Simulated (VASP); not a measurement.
**MgZrCdPb: Mo into a neighbouring Cd vacancy**

Aim: the barrier for one hop in MgZrCdPb: Mo into a neighbouring Cd vacancy. The cell takes the structure of Mg3Zr from the Materials Project database, with elements swapped. The cell is invented: it takes the structure of a Materials Project entry for Mg3Zr (space group 25 there), with some of its atoms replaced by other elements, volume scaled by an estimate. It may not be a known or stable phase.

Main program and level: VASP 6.6.1; PBE; plane waves and PAW (Pb, Cd, Zr_sv, Mg), in the first sound run; inputs show where later runs differ.

### 1. The host crystal

Symmetry: Pmm2, No. 25, orthorhombic system. The conventional cell has a = 3.074 Å, b = 5.182 Å, c = 5.922 Å, α = 90.00°, β = 90.00°, γ = 90.00°. Pb has 2 Pb at 3.07 Å and 4 Zr at 3.19 Å and 2 Mg at 3.21 Å and 4 Cd at 3.27 to 3.40 Å nearest. Nearest to Cd lie 2 Cd at 3.07 Å and 2 Zr at 3.17 Å and 4 Mg at 3.22 Å and 4 Pb at 3.27 to 3.40 Å. Nearest to Zr lie 2 Zr at 3.07 Å and 2 Cd at 3.17 Å and 4 Pb at 3.19 Å and 4 Mg at 3.33 to 3.35 Å. Mg has 2 Mg at 3.07 Å and 2 Pb at 3.21 Å and 4 Cd at 3.22 Å and 4 Zr at 3.33 to 3.35 Å nearest. It derives from Mg3Zr. It takes the structure of a Materials Project entry for Mg3Zr (space group 25 there), with some of its atoms replaced by other elements, volume scaled by an estimate. Farther neighbours are not listed.

Coordinates:

```cif
data_structure
_symmetry_space_group_name_H-M 'P 1'
_symmetry_Int_Tables_number 1
_cell_length_a 3.0739
_cell_length_b 5.1816
_cell_length_c 5.9222
_cell_angle_alpha 90.000
_cell_angle_beta 90.000
_cell_angle_gamma 90.000
_cell_volume 94.33
loop_
_atom_site_label
_atom_site_type_symbol
_atom_site_fract_x
_atom_site_fract_y
_atom_site_fract_z
_atom_site_occupancy
Pb1 Pb 0.00000 0.50000 0.33659 1
Cd2 Cd 0.50000 0.50000 0.84947 1
Zr3 Zr 0.50000 0.00000 0.15799 1
Mg4 Mg 0.00000 0.00000 0.65595 1
```

### 2. Relax the host

First cell and atoms are relaxed at a raised cutoff, so that later runs start from this functional's own cell.

Contents of INCAR:

```
SYSTEM = MgZrCdPb
PREC = Accurate
ENCUT = 360
EDIFF = 1E-06
NELM = 120
ISMEAR = 0
SIGMA = 0.1
LREAL = .FALSE.
ALGO = Normal
GGA = PE
NBANDS = 21
LORBIT = 11
LWAVE = .FALSE.
LCHARG = .FALSE.
KPAR = 3
IBRION = 2
NSW = 40
ISIF = 3
EDIFFG = -0.02
POTIM = 0.4
```

Contents of POSCAR:

```
MgZrCdPb
1.0
    3.0739420000      0.0000000000      0.0000000000
    0.0000000000      5.1816250000      0.0000000000
    0.0000000000      0.0000000000      5.9221920000
Pb Cd Zr Mg
1 1 1 1
Direct
    0.0000000000      0.5000000000      0.3365910000
    0.5000000000      0.5000000000      0.8494650000
    0.5000000000      0.0000000000      0.1579920000
    0.0000000000      0.0000000000      0.6559520000
```

Contents of KPOINTS:

```
Automatic mesh
0
Gamma
6 4 3
0 0 0
```

The projector-augmented-wave data sets are Pb, Cd, Zr_sv and Mg (PBE family, release 64).

On the command line:

```sh
$ mpirun -np 3 vasp_std
```

The program printed:

```text
[banner, memory and clock lines left out]
running    3 mpi-ranks, on    1 nodes
 distrk:  each k-point on    1 cores,    3 groups
 distr:  one band on    1 cores,    1 groups

 POSCAR found type information on POSCAR PbCdZrMg
 POSCAR found :  4 types and       4 ions
 LDA part: xc-table for (Slater+PW92), standard interpolation
 POSCAR, INCAR and KPOINTS ok, starting setup
 FFT: planning ... GRIDC
 FFT: planning ... GRID_SOFT
 FFT: planning ... GRID
 WAVECAR not read
 entering main loop
       N       E                     dE             d eps       ncg     rms          rms(c)
DAV:   1     0.172647703103E+03    0.17265E+03   -0.11851E+04  1040   0.975E+02
DAV:   2    -0.260360063385E+01   -0.17525E+03   -0.16964E+03  1156   0.290E+02
DAV:   3    -0.144262549729E+02   -0.11823E+02   -0.11642E+02  1770   0.610E+01
DAV:   4    -0.148354659615E+02   -0.40921E+00   -0.40622E+00  1230   0.953E+00
DAV:   5    -0.148509681167E+02   -0.15502E-01   -0.15500E-01  1489   0.141E+00    0.107E+01
DAV:   6    -0.142742449208E+02    0.57672E+00   -0.11588E+00  1172   0.936E+00    0.559E+00
DAV:   7    -0.141771792791E+02    0.97066E-01   -0.34870E-01  1293   0.346E+00    0.184E+00
DAV:   8    -0.141726362126E+02    0.45431E-02   -0.34700E-02  1377   0.149E+00    0.685E-01
DAV:   9    -0.141712461036E+02    0.13901E-02   -0.62775E-03  1215   0.430E-01    0.284E-01
DAV:  10    -0.141710402523E+02    0.20585E-03   -0.12950E-03  1224   0.216E-01    0.683E-02
DAV:  11    -0.141710476428E+02   -0.73905E-05   -0.57485E-05  1259   0.463E-02    0.315E-02
DAV:  12    -0.141710507938E+02   -0.31510E-05   -0.10063E-05  1281   0.245E-02    0.596E-03
DAV:  13    -0.141710507346E+02    0.59159E-07   -0.74488E-07   624   0.728E-03
   1 F= -.14171051E+02 E0= -.14159645E+02  d E =-.141711E+02
 curvature:   0.00 expect dE= 0.000E+00 dE for cont linesearch  0.000E+00
 trial: gam= 0.00000 g(F)=  0.102E-01 g(S)=  0.756E-01 ort = 0.000E+00 (trialstep = 0.100E+01)
 search vector abs. value=  0.857E-01
 bond charge predicted
       N       E                     dE             d eps       ncg     rms          rms(c)
DAV:   1    -0.144362923023E+02   -0.26524E+00   -0.83672E+00  1013   0.233E+01    0.304E+00
DAV:   2    -0.142657984550E+02    0.17049E+00   -0.43408E-01  1158   0.575E+00    0.114E+00
DAV:   3    -0.142352844145E+02    0.30514E-01   -0.67748E-02  1319   0.176E+00    0.593E-01
DAV:   4    -0.142326203544E+02    0.26641E-02   -0.94545E-03  1552   0.658E-01    0.250E-01
DAV:   5    -0.142323643798E+02    0.25597E-03   -0.14446E-03  1278   0.225E-01    0.148E-01
DAV:   6    -0.142323598793E+02    0.45006E-05   -0.37873E-04  1490   0.118E-01    0.490E-02
DAV:   7    -0.142323568687E+02    0.30106E-05   -0.52733E-05  1202   0.582E-02    0.142E-02
DAV:   8    -0.142323560297E+02    0.83896E-06   -0.28294E-06   995   0.141E-02
   2 F= -.14232356E+02 E0= -.14221189E+02  d E =-.613053E-01
[... from here on, the cycles between the ionic steps are left out ...]
   3 F= -.14256684E+02 E0= -.14246981E+02  d E =-.856330E-01
   4 F= -.14246537E+02 E0= -.14237931E+02  d E =-.754858E-01
   5 F= -.14261261E+02 E0= -.14252920E+02  d E =-.902101E-01
   6 F= -.14299660E+02 E0= -.14291628E+02  d E =-.383994E-01
   7 F= -.14301384E+02 E0= -.14293286E+02  d E =-.401227E-01
   8 F= -.14324276E+02 E0= -.14317251E+02  d E =-.228923E-01
   9 F= -.14343664E+02 E0= -.14338220E+02  d E =-.422810E-01
  10 F= -.14347513E+02 E0= -.14341637E+02  d E =-.384886E-02
  11 F= -.14347514E+02 E0= -.14341654E+02  d E =-.385001E-02
  12 F= -.14349429E+02 E0= -.14342758E+02  d E =-.191484E-02
  13 F= -.14349433E+02 E0= -.14342799E+02  d E =-.191858E-02
  14 F= -.14350346E+02 E0= -.14343421E+02  d E =-.912816E-03
  15 F= -.14351923E+02 E0= -.14344086E+02  d E =-.249026E-02
  16 F= -.14351642E+02 E0= -.14342560E+02  d E =-.220868E-02
  17 F= -.14352210E+02 E0= -.14343666E+02  d E =-.277675E-02
  18 F= -.14352752E+02 E0= -.14343863E+02  d E =-.541920E-03
  19 F= -.14352811E+02 E0= -.14343728E+02  d E =-.600899E-03
  20 F= -.14353239E+02 E0= -.14343985E+02  d E =-.428038E-03
  21 F= -.14353423E+02 E0= -.14344046E+02  d E =-.612641E-03
  22 F= -.14353648E+02 E0= -.14344279E+02  d E =-.224214E-03
  23 F= -.14354380E+02 E0= -.14345438E+02  d E =-.956521E-03
  24 F= -.14354917E+02 E0= -.14348200E+02  d E =-.149333E-02
  25 F= -.14355033E+02 E0= -.14347100E+02  d E =-.160938E-02
  26 F= -.14355160E+02 E0= -.14347870E+02  d E =-.173700E-02
  27 F= -.14355253E+02 E0= -.14348155E+02  d E =-.929293E-04
  28 F= -.14355299E+02 E0= -.14348729E+02  d E =-.138259E-03
  29 F= -.14355323E+02 E0= -.14348563E+02  d E =-.162196E-03
  30 F= -.14355554E+02 E0= -.14348804E+02  d E =-.231026E-03
  31 F= -.14356170E+02 E0= -.14349447E+02  d E =-.847131E-03
  32 F= -.14357048E+02 E0= -.14350350E+02  d E =-.172546E-02
  33 F= -.14357401E+02 E0= -.14350584E+02  d E =-.207818E-02
  34 F= -.14357485E+02 E0= -.14350730E+02  d E =-.216296E-02
  35 F= -.14357713E+02 E0= -.14350952E+02  d E =-.227905E-03
  36 F= -.14357724E+02 E0= -.14350960E+02  d E =-.238301E-03
  37 F= -.14357846E+02 E0= -.14351114E+02  d E =-.122548E-03
 ZBRENT: can't locate minimum, use default step
 trial-energy change:   -0.000123  1 .order   -0.000125   -0.000140   -0.000110
 step:   4.6673(harm=  5.4567)  dis= 0.00784  next Energy=   -14.358052 (dE=-0.328E-03)
 bond charge predicted
       N       E                     dE             d eps       ncg     rms          rms(c)
DAV:   1    -0.143588775058E+02   -0.10302E-02   -0.31959E-01  1018   0.345E+00    0.202E-01
DAV:   2    -0.143581868964E+02    0.69061E-03   -0.32838E-03  1158   0.441E-01    0.842E-02
DAV:   3    -0.143579947830E+02    0.19211E-03   -0.40795E-04  1254   0.138E-01    0.377E-02
DAV:   4    -0.143579837196E+02    0.11063E-04   -0.45656E-05  1544   0.435E-02    0.164E-02
DAV:   5    -0.143579841100E+02   -0.39047E-06   -0.44841E-06  1222   0.140E-02
  38 F= -.14357984E+02 E0= -.14351334E+02  d E =-.260314E-03
 curvature:  -3.80 expect dE=-0.104E-03 dE for cont linesearch -0.219E-05
 trial: gam= 0.40689 g(F)=  0.996E-05 g(S)=  0.175E-04 ort =-0.999E-05 (trialstep = 0.187E+01)
 search vector abs. value=  0.480E-04
 reached required accuracy - stopping structural energy minimisation
```

Elapsed: 1.7 min, on 3 MPI ranks of Intel Xeon 6975P-C (Granite Rapids), shared host; peak memory 0.6 GiB; 5 min of CPU time.

Lines that name or quote the potential files are left out of all logs, and their timing lines are given in words.

Parts of OUTCAR (step 2):

```text
ion  position               nearest neighbor table
   1  0.000  0.500  0.337-   3 3.19   3 3.19   3 3.19   3 3.19   4 3.21   4 3.21   2 3.27   2 3.27
                             2 3.40   2 3.40
   2  0.500  0.500  0.849-   3 3.17   3 3.17   4 3.22   4 3.22   4 3.22   4 3.22   1 3.27   1 3.27
                             1 3.40   1 3.40
   3  0.500  0.000  0.158-   2 3.17   2 3.17   1 3.19   1 3.19   1 3.19   1 3.19   4 3.33   4 3.33
                             4 3.35   4 3.35
   4  0.000  0.000  0.656-   1 3.21   1 3.21   2 3.22   2 3.22   2 3.22   2 3.22   3 3.33   3 3.33
                             3 3.35   3 3.35

  LATTYP: Found a simple orthorhombic cell.
 ALAT       =     3.0739420000
 B/A-ratio  =     1.6856612779
 C/A-ratio  =     1.9265789660

 Subroutine GETGRP returns: Found  4 space group operations
 (whereof  4 operations were pure point group operations)

The static configuration has the point symmetry C_2v.

 Found     24 irreducible k-points:

   k-points           NKPTS =     24   k-points in BZ     NKDIM =     24   number of bands    NBANDS=     21

   dimension x,y,z NGX =    20 NGY =   32 NGZ =   40
   dimension x,y,z NGXF=    40 NGYF=   64 NGZF=   80

   ENCUT  =  360.0 eV  26.46 Ry    5.14 a.u.   4.76  8.02  9.16*2*pi/ulx,y,z

   NELECT =      30.0000    total number of electrons

 k-points in reciprocal lattice and weights: Automatic mesh
   0.00000000  0.00000000  0.00000000       0.014
   0.16666667  0.00000000  0.00000000       0.028
   0.33333333  0.00000000  0.00000000       0.028
   0.50000000  0.00000000  0.00000000       0.014
   0.00000000  0.25000000  0.00000000       0.028
   0.16666667  0.25000000  0.00000000       0.056
   0.33333333  0.25000000  0.00000000       0.056
   0.50000000  0.25000000  0.00000000       0.028
   0.00000000  0.50000000  0.00000000       0.014
[...]
0.33333333  0.50000000  0.33333333       0.056
   0.50000000  0.50000000  0.33333333       0.028

 average (electrostatic) potential at core
       1 -42.2149       2 -36.9381       3 -78.8811       4 -36.4796

 E-fermi :   5.1453

 k-point     1 :       0.0000    0.0000    0.0000
  band No.  band energies     occupation
    ...
     11       0.4955      2.00000
     12       1.8234      2.00000
     13       3.1597      2.00000
     14       3.5826      2.00000
     15       4.7440      2.00000
     16       5.5286      0.00000
     17       7.4443      0.00000
     18       7.5296      0.00000
     19       7.9943      0.00000
     20       8.6063      0.00000
    ...

 k-point     2 :       0.1667    0.0000    0.0000
  band No.  band energies     occupation
    ...
     11       0.7978      2.00000
     12       2.2107      2.00000
     13       3.2182      2.00000
     14       4.0764      2.00000
     15       5.0285      1.90142
     16       5.6010      0.00000
     17       6.5516      0.00000
     18       6.9285      0.00000
     19       6.9978      0.00000
     20       8.7105      0.00000
    ...

 k-point     3 :       0.3333    0.0000    0.0000
  band No.  band energies     occupation
    ...
     10      -3.2318      2.00000
     11       1.3656      2.00000
     12       2.8051      2.00000
     13       3.1499      2.00000
     14       3.4452      2.00000
     15       5.6863      0.00000
     16       5.7396      0.00000
     17       5.9646      0.00000
     18       6.6889      0.00000
     19       7.0580      0.00000
    ...

  Total        0.0424577     -0.0018208      0.0024562      0.0000000      0.0000000      0.0000000
  in kB        0.7168599     -0.0307422      0.0414704      0.0000000      0.0000000      0.0000000
  external PRESSURE =       0.2425294 kB  Pullay stress =       0.0000000 kB

  energy-cutoff  :      360.00
  volume of cell :       94.89
      direct lattice vectors                 reciprocal lattice vectors
     3.321807096  0.000000000  0.000000000     0.301040961  0.000000000  0.000000000
     0.000000000  5.023741956  0.000000000     0.000000000  0.199054810  0.000000000
     0.000000000  0.000000000  5.686316811     0.000000000  0.000000000  0.175860761

 POSITION                                       TOTAL-FORCE (eV/Angst)
 -----------------------------------------------------------------------------------
      0.00000      2.51187      1.72179         0.000000      0.000000     -0.013621
      1.66090      2.51187      4.63872         0.000000      0.000000      0.003912
      1.66090      0.00000      1.01348         0.000000      0.000000      0.002618
      0.00000      0.00000      3.99865         0.000000      0.000000      0.007091
 -----------------------------------------------------------------------------------
    total drift:                               -0.000000      0.000000      0.000869

  FREE ENERGIE OF THE ION-ELECTRON SYSTEM (eV)
  ---------------------------------------------------
  free  energy   TOTEN  =       -14.3579841100 eV

  energy  without entropy=      -14.3446845471  energy(sigma->0) =      -14.35133433

 reached required accuracy - stopping structural energy minimisation

 total charge
# of ion       s       p       d       tot
------------------------------------------
    1        1.651   1.807   0.121   3.579
    2        0.575   0.286   9.461  10.322
    3        2.159   5.947   1.639   9.745
    4        0.197   0.133   0.014   0.344
--------------------------------------------------
tot          4.583   8.172  11.235  23.990

[... 3 further parts left out ...]
```

CONTCAR:

```
MgZrCdPb
   1.00000000000000
     3.3218070963025839    0.0000000000000000    0.0000000000000000
     0.0000000000000000    5.0237419558942138    0.0000000000000000
     0.0000000000000000    0.0000000000000000    5.6863168110085800
  Pb              Cd              Zr              Mg
     1     1     1     1
Direct
     0.0000000000000000    0.5000000000000000    0.3027944231902950
     0.5000000000000000    0.5000000000000000    0.8157679911019136
     0.5000000000000000    0.0000000000000000    0.1782318385835273
     0.0000000000000000    0.0000000000000000    0.7032057471242642
```

The k-mesh is coarse for a metal. The data set Pb keeps the semicore shell frozen, which is cheaper and a little less accurate. The run keeps the 4 symmetry operations of its start, so it cannot find a distortion of lower symmetry.

Step by step (22 of 38):

| step | energy less that of the first step (eV) | largest force (eV/Å) | pressure (GPa) | volume (Å³) |
| --- | --- | --- | --- | --- |
| 1 | 0.0000 | 0.4373 | 0.91 | 94.33 |
| 3 | -0.0856 | 0.4815 | -1.17 | 97.01 |
| 5 | -0.0902 | 0.4958 | -1.62 | 97.82 |
| 6 | -0.1286 | 0.4116 | 0.09 | 95.30 |
| 8 | -0.1532 | 0.2698 | 0.42 | 95.05 |
| 10 | -0.1765 | 0.0434 | -0.40 | 96.63 |
| 12 | -0.1784 | 0.0750 | 0.10 | 95.74 |
| 13 | -0.1784 | 0.0732 | 0.08 | 95.78 |
| 15 | -0.1809 | 0.0378 | -0.02 | 95.76 |
| 17 | -0.1812 | 0.0449 | -0.09 | 95.73 |
| 19 | -0.1818 | 0.0146 | 0.21 | 95.22 |
| 20 | -0.1822 | 0.0150 | 0.09 | 95.37 |
| 22 | -0.1826 | 0.0054 | -0.05 | 95.51 |
| 24 | -0.1839 | 0.0959 | -0.05 | 95.22 |
| 26 | -0.1841 | 0.0751 | -0.05 | 95.28 |
| 27 | -0.1842 | 0.0802 | -0.05 | 95.24 |
| 29 | -0.1843 | 0.0895 | -0.03 | 95.18 |
| 31 | -0.1851 | 0.0777 | 0.00 | 95.09 |
| 33 | -0.1863 | 0.0414 | 0.18 | 94.65 |
| 34 | -0.1864 | 0.0343 | 0.15 | 94.74 |
| 36 | -0.1867 | 0.0342 | -0.05 | 95.02 |
| 38 | -0.1869 | 0.0136 | 0.02 | 94.89 |

| conventional cell, symmetrised | before | after | change |
| --- | --- | --- | --- |
| a (Å) | 3.074 | 3.322 | +8.1 % |
| b (Å) | 5.182 | 5.024 | -3.0 % |
| c (Å) | 5.922 | 5.686 | -4.0 % |
| volume (Å³/atom) | 23.58 | 23.72 | +0.6 % |

The atoms that moved most (Å, as changes of fractional coordinates times the final cell):

| atom | dx | dy | dz | length |
| --- | --- | --- | --- | --- |
| Mg4 | 0.000 | 0.000 | 0.269 | 0.269 |
| Pb1 | 0.000 | 0.000 | -0.192 | 0.192 |
| Cd2 | 0.000 | 0.000 | -0.192 | 0.192 |
| Zr3 | 0.000 | 0.000 | 0.115 | 0.115 |

The relaxed structure:

```xyz
4
Lattice="3.3218 0.0000 0.0000 0.0000 5.0237 0.0000 0.0000 0.0000 5.6863" Properties=species:S:1:pos:R:3 pbc="T T T"
Pb    0.0000    2.5119    1.7218
Cd    1.6609    2.5119    4.6387
Zr    1.6609    0.0000    1.0135
Mg    0.0000    0.0000    3.9987
```

This step gave:

| Quantity | Value |
| --- | --- |
| electronic cycles | 258 |
| electrons | 30 |
| free energy (TOTEN) | -14.36 eV |
| energy at zero smearing | -14.35 eV |
| Fermi energy | 5.145 eV |
| labelled metallic, from the levels on this mesh | yes |

The run ended after 38 ionic steps, 0.187 eV below its first step, once forces and stress met EDIFFG = -0.02.

(Continued in part 2 of 4.)

[Lines on the potential files, build, host, timing and source positions are cut from VASP's logs without a mark.]

[Logs are printed without paths, hosts, clocks, repeated set-up lines and the standing remarks that a program may print on its own settings, such as how far it seeks lower states.]

[Hosts, paths, dates, database ids (printed as entryN), source tags and the programs' standing remarks are cut or masked in the printed files.]

[Runs that stopped without an error message from VASP are left out.]
